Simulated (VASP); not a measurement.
# Li3Mg3H in VASP: further runs

One slab, Li3Mg3H, is run at these levels: PBEsol; tasks: single point.

All numbers are computed with VASP 6.6.1; they aren't measurements. Logs are shortened: lines on timing, memory, paths and dates and some standing lists are left out, and cuts for length are marked.

## Step 1: The slab as given

The cell holds a slab with vacuum, 14 atoms: a = 6.025 Å, b = 5.724 Å, c = 22.811 Å, α = 90.00°, β = 90.00°, γ = 100.44°.

## Step 2: Single point, PBEsol

INCAR reads:

```
  PREC = Accurate
  ENCUT = 520
  EDIFF = 1E-6
  ISMEAR = 0
  SIGMA = 0.1
  LREAL = F
  LASPH = T
  NELM = 100
  ALGO = Fast
  ISIF = 2
  LWAVE = F
  LCHARG = F
  LDIPOL = T
  IDIPOL = 3
  DIPOL = 0.5 0.5 0.309
  GGA = PS
  NBANDS = 29
```

KPOINTS reads:

```
Automatic mesh
0
Gamma
  5 5 1
```

POSCAR reads:

```
Li3Mg3H
1.0
    6.0253439304      0.0000000000      0.0000000000
   -1.0368797563      5.6294765090      0.0000000000
    0.0000000000      0.0000000000     22.8105013686
Li Mg H
6 6 2
Direct
    0.1286395062      0.7475285953      0.1753578291
    0.6286395062      0.7475285953      0.1753578291
    0.2534479804      0.4968013262      0.2787670020
    0.7534479804      0.4968013262      0.2787670020
    0.3535206334      0.2494386221      0.3862475983
    0.8535206334      0.2494386221      0.3862475983
    0.3786395062      0.2475285953      0.1753578291
    0.8786395062      0.2475285953      0.1753578291
    0.0044038362      0.9961396828      0.2827426523
    0.5044038362      0.9961396828      0.2827426523
    0.1464402521      0.7305985905      0.3860054452
    0.6464402521      0.7305985905      0.3860054452
    0.8535206334      0.1691649793      0.4761184857
    0.8535206334      0.3297122648      0.4761184857
```

Potentials or basis: VASP PAW PBE potentials, release 64 (Li_sv, Mg, H).

Run with:

```console
$ cat potpaw_PBE.64/Li_sv/POTCAR potpaw_PBE.64/Mg/POTCAR potpaw_PBE.64/H/POTCAR > POTCAR
$ mpirun -np 1 vasp_std > vasp.out
```

OUTCAR:

```text
PREC = Accurate
   ENCUT = 520
   EDIFF = 1E-6
   ISMEAR = 0
   LREAL = F
   LASPH = T
   NELM = 100
   ISIF = 2
   GGA = PS

 ion  position               nearest neighbor table
   1  0.129  0.748  0.175-   7 2.98   8 2.98   9 3.00
   2  0.629  0.748  0.175-   8 2.98   7 2.98  10 3.00
   3  0.253  0.497  0.279-  11 2.92   7 2.93  10 2.98   9 2.99
   4  0.753  0.497  0.279-  12 2.92   8 2.93   9 2.98  10 2.99
   5  0.354  0.249  0.386-  12 2.99  10 3.00  11 3.01
   6  0.854  0.249  0.386-  11 2.99   9 3.00  12 3.01
   7  0.379  0.248  0.175-   3 2.93   2 2.98   1 2.98  10 3.01   8 3.01   8 3.01   9 3.46
   8  0.879  0.248  0.175-   4 2.93   1 2.98   2 2.98   9 3.01   7 3.01   7 3.01  10 3.46
   9  0.004  0.996  0.283-   4 2.98   3 2.99   1 3.00   6 3.00   8 3.01  11 3.01  10 3.01  10 3.01
                            12 3.36   7 3.46
  10  0.504  0.996  0.283-   3 2.98   4 2.99   2 3.00   5 3.00   7 3.01  12 3.01   9 3.01   9 3.01
                            11 3.36   8 3.46
  11  0.146  0.731  0.386-   3 2.92   6 2.99   5 3.01   9 3.01  12 3.01  12 3.01  10 3.36
  12  0.646  0.731  0.386-   4 2.92   5 2.99   6 3.01  10 3.01  11 3.01  11 3.01   9 3.36
  13  0.854  0.169  0.476-
  14  0.854  0.330  0.476-

  Warning from LATTYP: Monoclinic adjustment (A1->A3, A2->A1, A3->A2)!
  LATTYP: Found a simple monoclinic cell.
 ALAT       =     5.7241702800
 B/A-ratio  =     3.9849445863
 C/A-ratio  =     1.0526143765
 COS(beta)  =    -0.1811406205

  Lattice vectors:

 A1 = (  -1.0368797563,   5.6294765090,   0.0000000000)
 A2 = (   0.0000000000,   0.0000000000,  22.8105013686)
 A3 = (   6.0253439304,   0.0000000000,   0.0000000000)

Analysis of symmetry for initial positions (statically):
=====================================================================
 Subroutine PRICEL returns:
 Original cell was already a primitive cell.

 Routine SETGRP: Setting up the symmetry group for a
 simple monoclinic supercell.

 Subroutine GETGRP returns: Found  1 space group operations
 (whereof  1 operations were pure point group operations)
 out of a pool of  4 trial point group operations.

The static configuration has the point symmetry C_1 .

Analysis of symmetry for dynamics (positions and initial velocities):
=====================================================================
 Subroutine PRICEL returns:
 Original cell was already a primitive cell.

 Routine SETGRP: Setting up the symmetry group for a
 simple monoclinic supercell.

 Subroutine GETGRP returns: Found  1 space group operations
 (whereof  1 operations were pure point group operations)
 out of a pool of  4 trial point group operations.

The dynamic configuration has the point symmetry C_1 .

 Subroutine INISYM returns: Found  1 space group operations
 (whereof  1 operations are pure point group operations),
 and found     1 'primitive' translations

----------------------------------------------------------------------------------------

                                     Primitive cell

  volume of cell :     773.7215

  direct lattice vectors                    reciprocal lattice vectors
     6.025343930  0.000000000  0.000000000     0.165965630  0.030568811  0.000000000
    -1.036879756  5.629476509  0.000000000     0.000000000  0.177636410  0.000000000
     0.000000000  0.000000000 22.810501369     0.000000000  0.000000000  0.043839457

  length of vectors
     6.025343930  5.724170280 22.810501369     0.168757348  0.177636410  0.043839457

  position of ions in fractional coordinates (direct lattice)
     0.128639506  0.747528595  0.175357829
     0.628639506  0.747528595  0.175357829
     0.253447980  0.496801326  0.278767002
     0.753447980  0.496801326  0.278767002
     0.353520633  0.249438622  0.386247598
     0.853520633  0.249438622  0.386247598
     0.378639506  0.247528595  0.175357829
     0.878639506  0.247528595  0.175357829
     0.004403836  0.996139683  0.282742652
     0.504403836  0.996139683  0.282742652
     0.146440252  0.730598591  0.386005445
     0.646440252  0.730598591  0.386005445
     0.853520633  0.169164979  0.476118486
     0.853520633  0.329712265  0.476118486

  ion indices of the primitive-cell ions
   primitive index   ion index
                 1           1
                 2           2
                 3           3
                 4           4
                 5           5
                 6           6
                 7           7
                 8           8
                 9           9
                10          10
                11          11
                12          12
                13          13
                14          14

----------------------------------------------------------------------------------------

 KPOINTS: Automatic mesh

Automatic generation of k-mesh.
 Grid dimensions read from file:
 generate k-points for:    5    5    1

 Generating k-lattice:

  Cartesian coordinates                     Fractional coordinates (reciprocal lattice)
     0.033193126  0.006113762  0.000000000     0.200000000  0.000000000  0.000000000
     0.000000000  0.035527282  0.000000000     0.000000000  0.200000000  0.000000000
     0.000000000  0.000000000  0.043839457     0.000000000  0.000000000  1.000000000

  Length of vectors
     0.033751470  0.035527282  0.043839457

  Shift w.r.t. Gamma in fractional coordinates (k-lattice)
     0.000000000  0.000000000  0.000000000

 Subroutine IBZKPT returns following result:
 ===========================================

 Found     13 irreducible k-points:

 Following reciprocal coordinates:
            Coordinates               Weight
  0.000000  0.000000  0.000000      1.000000
  0.200000  0.000000  0.000000      2.000000
  0.400000  0.000000  0.000000      2.000000
  0.000000  0.200000  0.000000      2.000000
  0.200000  0.200000  0.000000      2.000000
  0.400000  0.200000  0.000000      2.000000
 -0.400000  0.200000  0.000000      2.000000
 -0.200000  0.200000  0.000000      2.000000
  0.000000  0.400000  0.000000      2.000000
  0.200000  0.400000  0.000000      2.000000
  0.400000  0.400000  0.000000      2.000000
 -0.400000  0.400000  0.000000      2.000000
 -0.200000  0.400000  0.000000      2.000000
   k-points           NKPTS =     13   k-points in BZ     NKDIM =     13   number of bands    NBANDS=     29
   number of dos      NEDOS =    301   number of ions     NIONS =     14
   total plane-waves  NPLWV = 414720
   dimension x,y,z NGX =    48 NGY =   48 NGZ =  180
   dimension x,y,z NGXF=    96 NGYF=   96 NGZF=  360
   ions per type =               6   6   2
   NGX,Y,Z   is equivalent  to a cutoff of  13.24, 13.94, 13.12 a.u.
   NGXF,Y,Z  is equivalent  to a cutoff of  26.49, 27.88, 26.24 a.u.
 SYSTEM =  unknown system
   PREC   = accura    normal or accurate (medium, high low for compatibility)
   ISTART =      0    job   : 0-new  1-cont  2-samecut
   ICHARG =      2    charge: 1-file 2-atom 10-const
   ISPIN  =      1    spin polarized calculation?
   LNONCOLLINEAR =      F non collinear calculations
   LSORBIT =      F    spin-orbit coupling
   LASPH  =      T    aspherical Exc in radial PAW
   ENCUT  =  520.0 eV  38.22 Ry    6.18 a.u.  11.20 10.64 42.41*2*pi/ulx,y,z
   NELM   =    100;   NELMIN=  2; NELMDL= -5     # of ELM steps
   EDIFF  = 0.1E-05   stopping-criterion for ELM
   LREAL  =      F    real-space projection
   EDIFFG = 0.1E-04   stopping-criterion for IOM
   NSW    =      0    number of steps for IOM
   IBRION =     -1    ionic relax: 0-MD 1-quasi-New 2-CG
   NFREE  =      0    steps in history (QN), initial steepest desc. (CG)
   ISIF   =      2    stress and relaxation
   ISYM   =      2    0-nonsym 1-usesym 2-fastsym
   POTIM  = 0.5000    time-step for ionic-motion
   TEBEG  =    0.0;   TEEND  =   0.0 temperature during run
   PSTRESS=    0.0 pullay stress
   NELECT =      32.0000    total number of electrons
   NUPDOWN=      -1.0000    fix difference up-down
   EMIN   =  10.00;   EMAX   =-10.00  energy-range for DOS
   EFERMI =   0.00;   METHOD = LEGACY
   ISMEAR =     0;   SIGMA  =   0.10  broadening in eV -4-tet -1-fermi 0-gaus
   EFERMI_NEDOS =   21; number of points for ismear=-14 and -15
   IALGO  =     68    algorithm
   IMIX   =      4    mixing-type and parameters
     AMIX     =   0.40;   BMIX     =  1.00
     AMIX_MAG =   1.60;   BMIX_MAG =  1.00
  volume/ion in A,a.u.               =      55.27       372.95
  Fermi-wavevector in a.u.,A,eV,Ry     =   0.566148  1.069864  4.360987  0.320523
  Thomas-Fermi vector in A             =   1.604423
   LORBIT       =      0    0 simple, 1 ext, 2 COOP (PROOUT), +10 PAW based schemes
   GGA     = PS    functional components
   LHFCALC =     F    Hartree Fock is set to
   AEXX    =    0.0000 exact exchange contribution
   IVDW    =     0    specifies the selected vdW correction
   LEPSILON=     F    determine dielectric tensor
   LRPA    =     F    only Hartree local field effects (RPA)
 non-spin polarized calculation
 RMM-DIIS sequential band-by-band and
 Gauss-broadening in eV      SIGMA  =   0.10
  energy-cutoff  :      520.00
  volume of cell :      773.72
 maximum number of plane-waves:     20877
 NGX is ok and might be reduce to    48
   NGX = 23   NGY = 21   NGZ = 85

 dipolmoment           0.000000      0.000000      0.000105 electrons x Angstroem

 number of electron      32.0000011 magnetization

 dipolmoment           0.000000      0.000000     -0.041690 electrons x Angstroem

 Free energy of the ion-electron system (eV)
  ---------------------------------------------------
  ext. energy  EPLUGINS =         0.00000000
  ---------------------------------------------------
  free energy    TOTEN  =       -26.05435038 eV

  energy without entropy =      -26.01222291  energy(sigma->0) =      -26.03328664

 E-fermi :  -1.7265     XC(G=0):  -3.3964

 val. band max:       -1.7599051128   @ k =  -0.2000   0.2000   0.0000
 cond. band min:      -1.6983770861   @ k =  -0.2000   0.4000   0.0000
 fundamental gap:      0.0615280267
 Fermi energy:        -1.7264609782

 k-point     1 :       0.0000    0.0000    0.0000
  band No.  band energies     occupation
      1     -47.8751      2.00000
      2     -47.8305      2.00000
      3     -47.8087      2.00000
      4     -47.7047      2.00000
      5     -47.4061      2.00000
      6     -47.3799      2.00000
[... 20 lines left out ...]
     27       1.3646      0.00000
     28       1.7540      0.00000

 k-point     2 :       0.2000    0.0000    0.0000
  band No.  band energies     occupation
      1     -47.8751      2.00000
      2     -47.8303      2.00000
      3     -47.8089      2.00000
      4     -47.7047      2.00000
      5     -47.4059      2.00000
      6     -47.3801      2.00000
[... 333 lines left out ...]
 k-point    13 :      -0.2000    0.4000    0.0000
  band No.  band energies     occupation
      1     -47.8751      2.00000
      2     -47.8303      2.00000
      3     -47.8089      2.00000
      4     -47.7047      2.00000
      5     -47.4059      2.00000
      6     -47.3801      2.00000
[... 20 lines left out ...]
     27       1.7423      0.00000
     28       2.1549      0.00000
 [bands above 28 left out]

------------------------ aborting loop because EDIFF is reached ----------------------------------------

 vacuum level on the upper side and lower side of the slab       (xc-potential included)        -0.128         0.091

  FORCE on cell =-STRESS in cart. coord.  units (eV):
  Direction    XX          YY          ZZ          XY          YZ          ZX
  --------------------------------------------------------------------------------------
  -------------------------------------------------------------------------------------
  Total       -0.8869039     -1.7383695     -0.4203983      1.4303854     -0.1542594     -0.0207157
  in kB       -1.8365487     -3.5997139     -0.8705363      2.9619585     -0.3194314     -0.0428969
  external PRESSURE =      -2.1022663 kB  Pullay stress =       0.0000000 kB

 VOLUME and BASIS-vectors are now :
 -----------------------------------------------------------------------------
  energy-cutoff  :      520.00
  volume of cell :      773.72
      direct lattice vectors                 reciprocal lattice vectors
     6.025343930  0.000000000  0.000000000     0.165965630  0.030568811  0.000000000
    -1.036879756  5.629476509  0.000000000     0.000000000  0.177636410  0.000000000
     0.000000000  0.000000000 22.810501369     0.000000000  0.000000000  0.043839457

 POSITION                                       TOTAL-FORCE (eV/Angst)
 -----------------------------------------------------------------------------------
      0.00000      4.20819      4.00000         0.043413     -0.008799     -0.004753
      3.01267      4.20819      4.00000         0.039382     -0.006976     -0.002265
      1.01199      2.79673      6.35882        -0.000159     -0.006322      0.018507
      4.02466      2.79673      6.35882         0.010465     -0.023158      0.000956
      1.87145      1.40421      8.81050        -0.001199     -0.004967     -0.033841
      4.88412      1.40421      8.81050        -0.008241      0.019615      0.226558
      2.02478      1.39346      4.00000        -0.042547      0.016232     -0.019388
      5.03745      1.39346      4.00000        -0.040141      0.031674     -0.007822
     -1.00634      5.60774      6.44950        -0.003035      0.003316      0.003104
      2.00633      5.60774      6.44950         0.000043      0.001258      0.013293
      0.12481      4.11289      8.80498        -0.016180      0.007323     -0.015696
      3.13748      4.11289      8.80498         0.019040      0.000981     -0.002128
      4.96735      0.95231     10.86050        -0.464240      2.385576     -0.068467
      4.80088      1.85611     10.86050         0.463400     -2.415754     -0.108059
 -----------------------------------------------------------------------------------
    total drift:                                0.000090      0.001123     -0.003552

  FREE ENERGIE OF THE ION-ELECTRON SYSTEM (eV)
  ---------------------------------------------------
  free  energy   TOTEN  =       -26.0543503775 eV

  energy  without entropy=      -26.0122229110  energy(sigma->0) =      -26.03328664

 vacuum level on the upper side and lower side of the slab         1.715         1.937
```

Wall time 31 min (1 thread of AMD EPYC 7R43 (Zen 3), shared host); peak memory 0.92 GiB.

What came out:

```yaml
Free_energy: -26.0544 eV
Largest_force: 2.462 eV/Å
Band_gap_on_the_k_mesh: none (metal or under the smearing width)
```

Forces in eV/Å, atoms in the order of the input:
```
Li   0.043 -0.009 -0.005
Li   0.039 -0.007 -0.002
Li   0.000 -0.006  0.019
Li   0.010 -0.023  0.001
Li  -0.001 -0.005 -0.034
Li  -0.008  0.020  0.227
Mg  -0.043  0.016 -0.019
Mg  -0.040  0.032 -0.008
Mg  -0.003  0.003  0.003
Mg   0.000  0.001  0.013
Mg  -0.016  0.007 -0.016
Mg   0.019  0.001 -0.002
H   -0.464  2.386 -0.068
H    0.463 -2.416 -0.108
```

Caveat: the cutoff is under 1.25 times the usual one of these potentials, so pressure, stress and relaxed cells hold a basis-set (Pulay) error; the PAW data sets were made with another functional, which shifts forces and pressure a little.

## Step 3: Single point, PBEsol

INCAR reads:

```
SYSTEM = Li3Mg3H
ALGO = Fast
DIPOL = 0.5 0.5 0.307
EDIFF = 1E-6
ENCUT = 520
GGA = PS
IDIPOL = 3
ISIF = 2
ISMEAR = 0
LASPH = .True.
LCHARG = .True.
LDIPOL = .True.
LELF = .True.
LREAL = .False.
LVACPOTAV = .True.
LVHAR = .True.
LWAVE = .False.
NBANDS = 29
NELM = 100
PREC = Accurate
SIGMA = 0.1
```

KPOINTS reads:

```
k-points
0
Gamma
  5 5 1
  0 0 0
```

Changes to POSCAR since step 2:

```diff
@@ -20,3 +20,3 @@
     0.6464402521      0.7305985905      0.3860054452
-    0.8535206334      0.1691649793      0.4761184857
-    0.8535206334      0.3297122648      0.4761184857
+    0.8535206334      0.0879304987      0.4620898593
+    0.8535206334      0.4109467455      0.4620898593
```

Potentials or basis: VASP PAW PBE potentials, release 64 (Li_sv, Mg, H).

Run with:

```console
$ cat potpaw_PBE.64/Li_sv/POTCAR potpaw_PBE.64/Mg/POTCAR potpaw_PBE.64/H/POTCAR > POTCAR
$ mpirun -np 1 vasp_std > vasp.out
```

Run time: 39 min. Hardware: 1 thread of AMD EPYC 7R43 (Zen 3), shared host; peak memory 0.9 GiB.

It converged, with:

- Free energy: -24.7291 eV
- Largest force: 0.928 eV/Å
- Band gap on the k mesh: none (metal or under the smearing width)
- Work function of the upper face: 4.82 eV
- Work function of the lower face: 3.73 eV

Forces on the atoms (eV/Å):
```
Li   0.059 -0.001  0.002
Li   0.019 -0.024 -0.010
Li   0.002  0.000  0.060
Li   0.022  0.018 -0.009
Li  -0.012 -0.010  0.214
Li  -0.008 -0.003  0.704
Mg  -0.050  0.031 -0.057
Mg  -0.034  0.054 -0.021
Mg  -0.014 -0.035 -0.010
Mg   0.003 -0.016 -0.047
Mg  -0.333 -0.245  0.322
Mg   0.407  0.221  0.639
H   -0.146  0.087 -0.866
H    0.085 -0.076 -0.921
```

Levels at points of the mesh, in eV from the Fermi level:
| k point | band 14 | band 15 | band 16 | band 17 | band 18 | band 19 |
| --- | --- | --- | --- | --- | --- | --- |
| (0.00, 0.00, 0.00) | -0.83 | -0.39 | -0.21 | -0.14 | 0.52 | 0.85 |

Caveat: the cutoff is under 1.25 times the usual one of these potentials, so pressure, stress and relaxed cells hold a basis-set (Pulay) error; the PAW data sets were made with another functional, which shifts forces and pressure a little.
